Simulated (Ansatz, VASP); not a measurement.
## Y in two plane-wave programs

Wanted: the spread between two codes on one cell, functional and k mesh. The cell is taken from a series of runs on this material, whose earlier steps may have relaxed, scaled, displaced or heated it; both programs get it as it stands.

Program: Ansatz 0.2.0. Level of theory: plane waves, with VASP 6.6.1 beside it; zone-centre phonons at LDA. Results are calculated unless marked as measured.

## Step 1: Set-up

Symmetry: P6_3/mmc, No. 194, hexagonal system. Conventional cell: a = 3.571 Å, b = 3.571 Å, c = 5.340 Å, α = 90.00°, β = 90.00°, γ = 120.00°. Nearest to Y lie 12 Y at 3.37 to 3.57 Å.

## Step 2: Ansatz: zone-centre phonons, LDA

Ansatz runs on its PAW soft_1 files.

Second derivatives magnify differences that forces hide, and they need a tight electronic threshold.

input.yaml reads:

```yaml
crystal:
  lattice:
    - [3.5705082005, 0.0, 0.0]
    - [-1.7852541003, 3.092150806, 0.0]
    - [0.0, 0.0, 5.3404251447]
  atoms:
    - { symbol: "Y", position: [0.3333334292, 0.6666665708, 0.25] }
    - { symbol: "Y", position: [0.6666665708, 0.3333334292, 0.75] }
kpoints:
  mp_grid: { grid: [15, 15, 8] }
hamiltonian:
  xc: lda
  pseudopotentials: { kind: paw, azcp: { folder: soft_1 }, xc_functional: pbe }
scf:
  occupations: { method: methfessel_paxton, width: 0.2 }
output:
  eigenvalues: true
phonons:
  method: dfpt
```

Started as:

```sh
$ ansatz run input.yaml --threads 4 --pin off --max-ram 10240MiB --backend cpu --events-out ev --progress --plain --runs-dir out
```

Numbers of over 12 decimals in the logs are rounded to 6 here.

The log of the run:

```text
Warning: the atoms were moved onto the symmetric positions of the space group found under crystal.symmetry.tolerance 1.0e-5 (fractional; no operation is sought that the atoms, as they stand in a round, miss by more than twice it, and no atom is moved by as much as it), and the run uses the moved positions. Before a round's move an operation carried an atom to 1.03e-6 Å from where it should land, the largest such dist [...]
zone centre: on kpoints.mp_grid the ground state, and the responses unless they are solved on pairs of k-points, stand on 320 of the mesh's 1800 k-points, reduced under 4 symmetry operations, with k and −k counted as one. Each operation leaves every solved displacement unchanged or reverses it
Engine: ansatz 0.2.0, x86_64-unknown-linux-gnu
Pseudopotentials: kind: paw
Pseudopotential: Y, paw, valence charge 11, recommended cutoff 420 eV (normal), soft_1/Y.paw.azcp
Functional definition: SPW92
  exchange = slater_x
  correlation = pw_c
Crystal: 2 atoms, lattice volume = 58.961 Å³
Basis set: ecut = 420 eV, 1139 PW (Γ), exchange–correlation on 48×48×72 points (8 copies of the dense FFT grid, shifted against one another)
Bands: 15, of which v1, the nominal top of the filled ones, is band 11 counted from 1 (10 counted from 0)
Symmetry: 24 space group operations
k-points: 320 of 1800 (irreducible under 4 space group operations, time reversal used)
Non-local potential: Y, projectors of the file, l = 0: 3, l = 1: 2, l = 2: 2, l = 3: 1
PAW form: soft (Blöchl's): semilocal exchange-correlation on the pseudo side does not see the compensation charge
PAW frozen core: Y, regenerated for the run's functional, and the local potential with it (the file was generated under x = pbe(κ = 0.804, μ = 0.219515), c = pbe(β = 0.066725))
PAW one-centre angular grid: Y, 590 points (default); XC on 64 Gauss nodes
Initial density: superposition of atomic densities (chi_scale 0.1, normalization cell)
Initial wavefunctions: pseudopotential atomic-orbital guess
Functional: x = slater, c = lda
SCF iter   1: F=—  HF=-7491.189748 eV  |F-HF|=—  |Δ(HF+E_count)|=         —  Δρ=1.26e-2  dr2=1.41e-1  ethr=3.10e-3  ⟨swp⟩=4.4  Hψ=20558  notcnv=0
preconditioner: auto → none  [metal: Δε(μ)=0.010 eV  Ē_g=2.735 eV  σ=0.200 eV  W_gap=0.04  n_scr=8 (ndim 8)  ℏωp=11.8 eV  f_vac=0.000  D(μ)=3.23/eV (n_scr^D=34)  sad-step TF]
SCF iter   2: F=—  HF=-7491.159557 eV  |F-HF|=—  |Δ(HF+E_count)|=   3.02e-2  S|Δr|=    0.00e0  Δρ=8.15e-3  dr2=5.88e-2  ethr=6.40e-4  ⟨swp⟩=1.0  Hψ=7360  notcnv=0
SCF iter   3: F=—  HF=-7491.138694 eV  |F-HF|=—  |Δ(HF+E_count)|=   2.09e-2  S|Δr|=    0.00e0  Δρ=6.81e-4  dr2=4.09e-4  ethr=2.67e-4  ⟨swp⟩=2.9  Hψ=8024  notcnv=0
SCF iter   4: F=—  HF=-7491.138558 eV  |F-HF|=—  |Δ(HF+E_count)|=   1.35e-4  S|Δr|=    0.00e0  Δρ=1.20e-4  dr2=6.61e-6  ethr=1.86e-6  ⟨swp⟩=2.0  Hψ=8258  notcnv=0
SCF iter   5: F=—  HF=-7491.138561 eV  |F-HF|=—  |Δ(HF+E_count)|=   2.94e-6  S|Δr|=    0.00e0  Δρ=3.48e-5  dr2=5.76e-7  ethr=3.01e-8  ⟨swp⟩=2.8  Hψ=8152  notcnv=0
SCF iter   6: F=—  HF=-7491.138561 eV  |F-HF|=—  |Δ(HF+E_count)|=   2.55e-7  S|Δr|=    0.00e0  Δρ=6.22e-6  dr2=1.69e-8  ethr=2.62e-9  ⟨swp⟩=2.7  Hψ=8312  notcnv=0  defer=2
SCF iter   7: F=—  HF=-7491.138561 eV  |F-HF|=—  |Δ(HF+E_count)|=   7.91e-9  S|Δr|=    0.00e0  Δρ=3.72e-7  dr2=3.23e-11  ethr=7.70e-11  ⟨swp⟩=2.0  Hψ=8306  notcnv=0  defer=2
SCF iter   8: F=-7491.138561 eV  HF=-7491.138561 eV  |F-HF|=1.82e-12  |Δ(HF+E_count)|=  6.37e-12  S|Δr|=    0.00e0  Δρ=4.50e-8  dr2=4.18e-13  ethr=1.00e-12  ⟨swp⟩=5.2  Hψ=18518  notcnv=0
the search or the solves at the SCF's close seem to have found levels that the self-consistency loop had missed (the run counts 1). By its estimate they hold under 1e-12 electrons; where the run keeps them, the occupations were computed again with them
SCF 1 converged in 8 iterations: F = -7491.138561 eV  dr2 = 4.18e-13
  greatest PAW one-centre occupation: 0.992 electrons in one spin orbital (limit 2), on the Y atom at site 1 (counted from 0), in its partial waves of l = 0
DFPT response loops at Γ: preconditioner auto → Kerker (q_TF=auto, 2.315 Å⁻¹) (partly filled bands, converged f_vac=0.000); β = 1.00, the filter's whole step (`scf.mixing.beta` (0.50) is not read by the response loops under this deck's `scf.mixing.preconditioner`; to damp them name `kerker` or `kerker_dos`, under which they read `scf.mixing.beta`, and type it under 1.00, their step now; both keys bind the ground state too); Broyden in place of MSR1
SCF converged after 8 iterations
Stability not checked: this state was not tested for a lower state beside it, because cold or Methfessel-Paxton smearing, or corrected tetrahedra, fill the levels in a way that the test cannot read (fill_not_monotonic; see scf.lower_state_search)
Free energy (F): -7491.138561 eV
Harris-Foulkes:  -7491.138561 eV  (|F-HF|=1.82e-12)
Internal energy: -7491.139968 eV  (E = F + TS)
E sigma→0 (E₀):  -7491.138913 eV
Entropy (-TS):   0.001407 eV (0.704 meV/atom)
Fermi energy:    10.376384 eV
--- Per-component energies (eV) ---
  E_band       = -215.535271
  E_kinetic    = 634.894219
  E_local      = -1136.063111  (includes V_loc(G=0)·N_el)
  E_nonlocal   = 62.263981
  E_hartree    = 358.712365
  E_xc         = -354.533637
  E_vxc        = -410.711228  (∫ρ·V_xc dr)
  E_paw        = -5429.746505  (= ΣΔE_a)
  E_vpaw       = -83.343898  (= ΣTr[D̂ρ^β])
  E_aug_tail   = 0.000045  (compensation charges beyond the density's cutoff)
  E_ewald      = -1627.326496
  E_core_change = 0.659170  (= ΣΔE_core)
  E_smearing   = 0.001407  (= −TS)
  E_closure    = -0.000000  (closes the sum)
  Σ components = -7491.138561   (vs F -7491.138561, Δ=0.00e0)
--- Band table (eV; the first three rows and the last of 320) ---
  k-point 0: bands = [... 7 lower, -11.4983, 5.6095, 8.4002, 12.0686, 12.0884, 12.0884, 12.8821, 12.8821]
  k-point 1: bands = [... 7 lower, -11.5370, 5.7338, 8.3742, 11.8793, 11.9812, 11.9812, 12.7481, 12.7481]
  k-point 2: bands = [... 7 lower, -11.6107, 6.0910, 8.2341, 11.5288, 11.8430, 11.8430, 12.4335, 12.4498]
  k-point 319: bands = [... 7 lower, -11.6606, 9.0069, 9.0069, 10.5748, 10.5748, 11.1949, 11.1949, 13.0439]
--- Phonons (Γ-DFPT): 2 representative perturbations + reference, on 320 of 1800 k-points (Σ response iterations 6) ---
  k mesh reduced under 4 symmetry operations, with k and −k counted as one. Each operation leaves every solved displacement unchanged or reverses it
  ASR residual: 4.115e-5 → 0.000e0 eV/Å²; symmetrization residual: 1.911e-10 eV/Å²
  ASR residual per site (eV/Å²): 4.12e-5 4.12e-5
  Γ frequencies (cm⁻¹): 0.00 0.00 0.00 95.20 95.20 176.14
  non-analytic LO–TO correction: not included (Born effective charges unavailable; polar crystals: no LO–TO splitting at Γ)
```

(Part 1 of 2 ends here.)

[Lines on the potential files, build, host, timing and source positions are cut from VASP's logs without a mark.]

[Logs are printed without paths, hosts, clocks, repeated set-up lines and the standing remarks that a program may print on its own settings, such as how far it seeks lower states.]

[Hosts, paths, dates, database ids (printed as entryN), source tags and the programs' standing remarks are cut or masked in the printed files.]
